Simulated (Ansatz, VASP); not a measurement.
# Cross-check of Ga3Sb3H10 (GaSb wire along [100], 6 atoms a period, H-terminated) between VASP and Ansatz

Wanted: the spread between two codes on one cell, functional and k mesh. The cell is taken from a series of runs on this material, whose earlier steps may have relaxed, scaled, displaced or heated it; both programs get it as it stands.

Program: Ansatz 0.2.0. Level of theory: plane waves, with VASP 6.6.1 beside it; single point at PBE, spin-orbit coupling. Results are calculated unless marked as measured.

### Step 1. The structure

The cell holds 16 atoms: 3 Ga, 10 H and 3 Sb. Its edges and angles: a = 13.380 Å, b = 13.380 Å, c = 6.245 Å, α = 90.0°, β = 90.0°, γ = 90.0°. Vacuum lies along a and b. The structure's axis is c.

Coordinates:

```cif
data_structure
_symmetry_space_group_name_H-M 'P 1'
_symmetry_Int_Tables_number 1
_cell_length_a 13.3800
_cell_length_b 13.3800
_cell_length_c 6.2447
_cell_angle_alpha 90.000
_cell_angle_beta 90.000
_cell_angle_gamma 90.000
_cell_volume 1117.96
loop_
_atom_site_label
_atom_site_type_symbol
_atom_site_fract_x
_atom_site_fract_y
_atom_site_fract_z
_atom_site_occupancy
Ga1 Ga 0.56102 0.56102 0.02477 1
Ga2 Ga 0.30679 0.55534 0.48272 1
Ga3 Ga 0.55534 0.30679 0.48272 1
H4 H 0.38244 0.38244 0.08999 1
H5 H 0.63471 0.63471 0.13739 1
H6 H 0.26377 0.63714 0.33011 1
H7 H 0.63714 0.26377 0.33011 1
H8 H 0.50107 0.73837 0.61749 1
H9 H 0.73837 0.50107 0.61749 1
H10 H 0.24464 0.48439 0.62962 1
H11 H 0.48439 0.24464 0.62962 1
H12 H 0.36942 0.73655 0.91059 1
H13 H 0.73655 0.36942 0.91059 1
Sb14 Sb 0.44842 0.44842 0.27769 1
Sb15 Sb 0.43269 0.65194 0.75667 1
Sb16 Sb 0.65194 0.43269 0.75667 1
```

### Step 2. VASP: single point, PBE, spin-orbit coupling

With cell and atoms fixed, the geometry can't cause a difference; cores, projectors, grids and the points listed under the comparison can.

Lines of VASP's logs that name or quote its potential files are left out, and so is its time.

File INCAR:

```
SYSTEM = Ga3Sb3H10
PREC = Accurate
ENCUT = 400
EDIFF = 1E-06
NELM = 200
ISMEAR = -1
SIGMA = 0.05
LREAL = .FALSE.
ALGO = Normal
GGA = PE
LNONCOLLINEAR = .TRUE.
MAGMOM = 0 0 0 0 0 0 0 0 0 0 0 0 0 0 0 0 0 0 0 0 0 0 0 0 0 0 0 0 0 0 0 0 0 0 0 0 0 0 0 0 0 0 0 0 0 0 0 0
NBANDS = 96
GGA_COMPAT = .FALSE.
LASPH = .TRUE.
LSORBIT = .TRUE.
LORBIT = 11
LWAVE = .FALSE.
LCHARG = .FALSE.
ISIF = 2
EFERMI = MIDGAP
KPAR = 4
```

File POSCAR:

```
Ga3Sb3H10
1.0
   13.3800000000      0.0000000000      0.0000000000
    0.0000000000     13.3800000000      0.0000000000
    0.0000000000      0.0000000000      6.2447452634
Ga H Sb
3 10 3
Direct
    0.5610246250      0.5610246250      0.0247659920
    0.3067872810      0.5553384100      0.4827187970
    0.5553384100      0.3067872810      0.4827187970
    0.3824423730      0.3824423730      0.0899871540
    0.6347050940      0.6347050940      0.1373850520
    0.2637706950      0.6371416660      0.3301074250
    0.6371416660      0.2637706950      0.3301074250
    0.5010656660      0.7383711350      0.6174870260
    0.7383711350      0.5010656660      0.6174870260
    0.2446372080      0.4843889080      0.6296193020
    0.4843889080      0.2446372080      0.6296193020
    0.3694218240      0.7365526040      0.9105855550
    0.7365526040      0.3694218240      0.9105855550
    0.4484198760      0.4484198760      0.2776850430
    0.4326885140      0.6519410090      0.7566677350
    0.6519410090      0.4326885140      0.7566677350
```

File KPOINTS:

```
Automatic mesh
0
Gamma
1 1 9
0 0 0
```

PAW data sets: Ga_d, H and Sb (PBE family, release 64).

Started as:

```sh
$ mpirun -np 4 vasp_ncl
```

Numbers of over 12 decimals in the logs are rounded to 6 here.

The log of the run:

```text
[banner, memory and clock lines left out]
running    4 mpi-ranks, on    1 nodes
 distrk:  each k-point on    1 cores,    4 groups
 distr:  one band on    1 cores,    1 groups

 POSCAR found type information on POSCAR GaH Sb
 POSCAR found :  3 types and      16 ions
 LDA part: xc-table for (Slater+PW92), standard interpolation
 POSCAR, INCAR and KPOINTS ok, starting setup
 FFT: planning ... GRIDC
 FFT: planning ... GRID_SOFT
 FFT: planning ... GRID
 WAVECAR not read
 entering main loop
       N       E                     dE             d eps       ncg     rms          rms(c)
DAV:   1     0.333940523589E+03    0.33394E+03   -0.20258E+04  2032   0.809E+02
DAV:   2    -0.118501756409E+02   -0.34579E+03   -0.33437E+03  2488   0.206E+02
DAV:   3    -0.529973867564E+02   -0.41147E+02   -0.40885E+02  2136   0.751E+01
DAV:   4    -0.552246465341E+02   -0.22273E+01   -0.22232E+01  2504   0.212E+01
DAV:   5    -0.552549449826E+02   -0.30298E-01   -0.30294E-01  2384   0.252E+00    0.116E+01
DAV:   6    -0.530205059278E+02    0.22344E+01   -0.11120E+00  2400   0.747E+00    0.676E+00
DAV:   7    -0.522615300199E+02    0.75898E+00   -0.28758E+00  2072   0.639E+00    0.273E+00
DAV:   8    -0.522708961570E+02   -0.93661E-02   -0.49203E-01  2360   0.363E+00    0.103E+00
DAV:   9    -0.522488654496E+02    0.22031E-01   -0.44930E-02  1984   0.119E+00    0.483E-01
DAV:  10    -0.522395624618E+02    0.93030E-02   -0.40646E-02  2320   0.778E-01    0.169E-01
DAV:  11    -0.522391824903E+02    0.37997E-03   -0.23406E-03  2328   0.253E-01    0.128E-01
DAV:  12    -0.522396255629E+02   -0.44307E-03   -0.95281E-04  2200   0.975E-02    0.631E-02
DAV:  13    -0.522414632692E+02   -0.18377E-02   -0.82074E-04  1912   0.911E-02    0.459E-02
DAV:  14    -0.522427527365E+02   -0.12895E-02   -0.20608E-04  2088   0.471E-02    0.310E-02
[...]
DAV:  18    -0.522443303376E+02   -0.13750E-03   -0.82235E-06  2024   0.103E-02    0.525E-03
DAV:  19    -0.522445241654E+02   -0.19383E-03   -0.70209E-06  1776   0.776E-03    0.263E-03
DAV:  20    -0.522447015353E+02   -0.17737E-03   -0.10998E-05  1840   0.663E-03    0.246E-03
DAV:  21    -0.522447431124E+02   -0.41577E-04   -0.18211E-06  1800   0.393E-03    0.120E-03
DAV:  22    -0.522447751655E+02   -0.32053E-04   -0.25335E-06  1664   0.317E-03    0.876E-04
DAV:  23    -0.522447825236E+02   -0.73582E-05   -0.44146E-07  1544   0.179E-03    0.420E-04
DAV:  24    -0.522447846694E+02   -0.21457E-05   -0.21665E-07  1432   0.129E-03    0.331E-04
DAV:  25    -0.522447852084E+02   -0.53903E-06   -0.78398E-08  1464   0.102E-03
   1 F= -.52244785E+02 E0= -.52244785E+02  d E =-.761372E-15  mag=     0.0000    -0.0000    -0.0000
```

Parts of OUTCAR (step 2):

```text
ion  position               nearest neighbor table
   1  0.561  0.561  0.025-   5 1.56  14 2.65  15 2.69  16 2.69
   2  0.307  0.555  0.483-  10 1.56   6 1.56  14 2.70  15 2.73
   3  0.555  0.307  0.483-  11 1.56   7 1.56  14 2.70  16 2.73
   4  0.382  0.382  0.090-  14 1.71
   5  0.635  0.635  0.137-   1 1.56
   6  0.264  0.637  0.330-   2 1.56
   7  0.637  0.264  0.330-   3 1.56
   8  0.501  0.738  0.617-  15 1.71
   9  0.738  0.501  0.617-  16 1.71
  10  0.245  0.484  0.630-   2 1.56
  11  0.484  0.245  0.630-   3 1.56
  12  0.369  0.737  0.911-  15 1.71
  13  0.737  0.369  0.911-  16 1.71
  14  0.448  0.448  0.278-   4 1.71   1 2.65   3 2.70   2 2.70
  15  0.433  0.652  0.757-  12 1.71   8 1.71   1 2.69   2 2.73
  16  0.652  0.433  0.757-  13 1.71   9 1.71   1 2.69   3 2.73

  LATTYP: Found a simple tetragonal cell.
 ALAT       =    13.3800000000
 C/A-ratio  =     0.4667223665

 Subroutine GETGRP returns: Found  2 space group operations
 (whereof  2 operations were pure point group operations)

The static configuration has the point symmetry C_1h.

 Found      9 irreducible k-points:

   k-points           NKPTS =      9   k-points in BZ     NKDIM =      9   number of bands    NBANDS=     96

   dimension x,y,z NGX =    90 NGY =   90 NGZ =   42
   dimension x,y,z NGXF=   180 NGYF=  180 NGZF=   84

   ENCUT  =  400.0 eV  29.40 Ry    5.42 a.u.  21.82 21.82 10.18*2*pi/ulx,y,z

   NELECT =      64.0000    total number of electrons

 k-points in reciprocal lattice and weights: Automatic mesh
   0.00000000  0.00000000  0.00000000       0.111
   0.00000000  0.00000000  0.11111111       0.111
   0.00000000  0.00000000 -0.11111111       0.111
   0.00000000  0.00000000  0.22222222       0.111
   0.00000000  0.00000000 -0.22222222       0.111
   0.00000000  0.00000000  0.33333333       0.111
   0.00000000  0.00000000 -0.33333333       0.111
   0.00000000  0.00000000  0.44444444       0.111
   0.00000000  0.00000000 -0.44444444       0.111

 average (electrostatic) potential at core
       1 -73.2829       2 -72.9137       3 -72.9137       4 -40.1634       5 -39.1506
       6 -38.8801       7 -38.8801       8 -40.3673       9 -40.3673      10 -38.8528
      11 -38.8528      12 -40.4143      13 -40.4143      14 -95.3014      15 -95.7055
      16 -95.7055

 E-fermi :  -2.6454

 k-point     1 :       0.0000    0.0000    0.0000
  band No.  band energies     occupation
    ...
     60      -5.0575      1.00000
     61      -4.6737      1.00000
     62      -4.6737      1.00000
     63      -4.4675      1.00000
     64      -4.4675      1.00000
     65      -0.8233      0.00000
     66      -0.8233      0.00000
     67      -0.4298      0.00000
     68      -0.4298      0.00000
     69      -0.2722      0.00000
    ...

 k-point     2 :       0.0000    0.0000    0.1111
  band No.  band energies     occupation
    ...
     60      -5.0531      1.00000
     61      -4.6803      1.00000
     62      -4.6683      1.00000
     63      -4.4780      1.00000
     64      -4.4685      1.00000
     65      -0.8169      0.00000
     66      -0.8045      0.00000
     67      -0.4404      0.00000
     68      -0.4342      0.00000
     69      -0.4128      0.00000
    ...

 k-point     3 :       0.0000    0.0000   -0.1111
  band No.  band energies     occupation
    ...
     60      -5.0531      1.00000
     61      -4.6803      1.00000
     62      -4.6683      1.00000
     63      -4.4780      1.00000
     64      -4.4685      1.00000
     65      -0.8169      0.00000
     66      -0.8045      0.00000
     67      -0.4404      0.00000
     68      -0.4342      0.00000
     69      -0.4128      0.00000
    ...

  Total       -0.4517178     -0.4517178     -0.3337050      0.0755416      0.0766829      0.0766868
  in kB       -0.6473675     -0.6473675     -0.4782405      0.1082604      0.1098961      0.1099017
  external PRESSURE =      -0.5909918 kB  Pullay stress =       0.0000000 kB

  energy-cutoff  :      400.00
  volume of cell :     1117.96
      direct lattice vectors                 reciprocal lattice vectors
    13.380000000  0.000000000  0.000000000     0.074738416  0.000000000  0.000000000
     0.000000000 13.380000000  0.000000000     0.000000000  0.074738416  0.000000000
     0.000000000  0.000000000  6.244745263     0.000000000  0.000000000  0.160134634

 POSITION                                       TOTAL-FORCE (eV/Angst)
 -----------------------------------------------------------------------------------
      7.50651      7.50651      0.15466        -0.014783     -0.014783     -0.010499
      4.10481      7.43043      3.01446        -0.029174     -0.003916     -0.000994
      7.43043      4.10481      3.01446        -0.003916     -0.029174     -0.000994
      5.11708      5.11708      0.56195        -0.063152     -0.063152     -0.077478
      8.49235      8.49235      0.85793         0.010296      0.010296      0.011350
      3.52925      8.52496      2.06144         0.013909     -0.018000      0.011004
      8.52496      3.52925      2.06144        -0.018000      0.013909      0.011004
      6.70426      9.87941      3.85605         0.055466      0.071094     -0.041854
      9.87941      6.70426      3.85605         0.071094      0.055466     -0.041854
      3.27325      6.48112      3.93181         0.017171      0.022565     -0.018278
      6.48112      3.27325      3.93181         0.022565      0.017171     -0.018278
      4.94286      9.85507      5.68637        -0.050746      0.068126      0.057883
      9.85507      4.94286      5.68637         0.068126     -0.050746      0.057883
      5.99986      5.99986      1.73407         0.062627      0.062627      0.069988
      5.78937      8.72297      4.72520        -0.001352     -0.140131     -0.004442
      8.72297      5.78937      4.72520        -0.140131     -0.001352     -0.004442
 -----------------------------------------------------------------------------------
    total drift:                                0.001279      0.001279      0.000536

  FREE ENERGIE OF THE ION-ELECTRON SYSTEM (eV)
  ---------------------------------------------------
  free  energy   TOTEN  =       -52.2447852084 eV

  energy  without entropy=      -52.2447852084  energy(sigma->0) =      -52.24478521

 Spin-Orbit-Coupling matrix elements
 Ion:    1  E_soc:     -0.0124305
 Ion:    2  E_soc:     -0.0123591
 Ion:    3  E_soc:     -0.0123591
 Ion:    4  E_soc:      0.0000002
 Ion:    5  E_soc:      0.0000000
 Ion:    6  E_soc:      0.0000000
 Ion:    7  E_soc:      0.0000000
 Ion:    8  E_soc:      0.0000002
 Ion:    9  E_soc:      0.0000002
 Ion:   10  E_soc:      0.0000000
 Ion:   11  E_soc:      0.0000000
 Ion:   12  E_soc:      0.0000002
 Ion:   13  E_soc:      0.0000002
 Ion:   14  E_soc:     -0.1134327
 Ion:   15  E_soc:     -0.1100477
 Ion:   16  E_soc:     -0.1100477

 total charge
# of ion       s       p       d       tot
------------------------------------------
    1        0.882   0.840   9.967  11.690
    2        0.888   0.882   9.978  11.747
    3        0.888   0.882   9.978  11.747
    4        0.514   0.011   0.000   0.525
    5        0.531   0.009   0.000   0.540
    6        0.534   0.009   0.000   0.543
    7        0.534   0.009   0.000   0.543
    8        0.518   0.010   0.000   0.528
    9        0.518   0.010   0.000   0.528
   10        0.534   0.009   0.000   0.543
   11        0.534   0.009   0.000   0.543
   12        0.516   0.010   0.000   0.527
   13        0.516   0.010   0.000   0.527
   14        1.105   1.376   0.033   2.514
   15        1.105   1.374   0.044   2.523
   16        1.105   1.374   0.044   2.523
--------------------------------------------------
tot         11.222   6.826  30.043  48.091

 magnetization (x)
# of ion       s       p       d       tot
------------------------------------------
    1       -0.000  -0.000  -0.000  -0.000
    2       -0.000   0.000   0.000  -0.000
    3       -0.000   0.000   0.000   0.000
    4       -0.000   0.000   0.000   0.000
    5       -0.000   0.000   0.000  -0.000
    6        0.000  -0.000   0.000   0.000
    7        0.000   0.000   0.000   0.000
    8       -0.000  -0.000   0.000  -0.000
    9        0.000   0.000   0.000   0.000
   10        0.000   0.000   0.000   0.000
   11        0.000   0.000   0.000   0.000
   12        0.000   0.000   0.000   0.000
   13        0.000   0.000   0.000   0.000
   14       -0.000  -0.000   0.000  -0.000
   15       -0.000   0.000  -0.000  -0.000
   16        0.000  -0.000   0.000   0.000
--------------------------------------------------
tot          0.000   0.000   0.000   0.000

 magnetization (y)
# of ion       s       p       d       tot
------------------------------------------
    1        0.000   0.000   0.000   0.000
    2        0.000  -0.000  -0.000  -0.000
    3        0.000  -0.000  -0.000   0.000
    4        0.000  -0.000   0.000  -0.000
    5        0.000  -0.000   0.000   0.000
    6       -0.000  -0.000   0.000  -0.000
    7       -0.000   0.000   0.000  -0.000
    8       -0.000  -0.000   0.000  -0.000
    9        0.000   0.000   0.000   0.000
   10       -0.000  -0.000   0.000  -0.000
   11       -0.000  -0.000   0.000  -0.000
   12       -0.000  -0.000   0.000  -0.000
   13       -0.000  -0.000   0.000  -0.000
   14        0.000   0.000  -0.000   0.000
   15       -0.000   0.000  -0.000  -0.000
   16        0.000  -0.000   0.000   0.000
--------------------------------------------------
tot         -0.000  -0.000  -0.000  -0.000

 magnetization (z)
# of ion       s       p       d       tot
------------------------------------------
    1        0.000   0.000   0.000   0.000
    2       -0.000  -0.000   0.000  -0.000
    3        0.000   0.000  -0.000   0.000
    4        0.000   0.000   0.000   0.000
    5        0.000   0.000   0.000   0.000
    6        0.000  -0.000   0.000   0.000
    7       -0.000   0.000   0.000  -0.000
    8       -0.000   0.000   0.000  -0.000
    9        0.000  -0.000   0.000   0.000
   10        0.000  -0.000   0.000   0.000
   11       -0.000   0.000   0.000  -0.000
   12        0.000   0.000   0.000   0.000
   13       -0.000  -0.000   0.000  -0.000
   14        0.000   0.000   0.000   0.000
   15        0.000  -0.000   0.000   0.000
   16       -0.000   0.000  -0.000  -0.000
--------------------------------------------------
tot          0.000   0.000   0.000   0.000

[... 3 further parts left out ...]
```

(Part 1 of 2 ends here.)

[Lines on the potential files, build, host, timing and source positions are cut from VASP's logs without a mark.]

[Logs are printed without paths, hosts, clocks, repeated set-up lines and the standing remarks that a program may print on its own settings, such as how far it seeks lower states.]

[Hosts, paths, dates, database ids (printed as entryN), source tags and the programs' standing remarks are cut or masked in the printed files.]
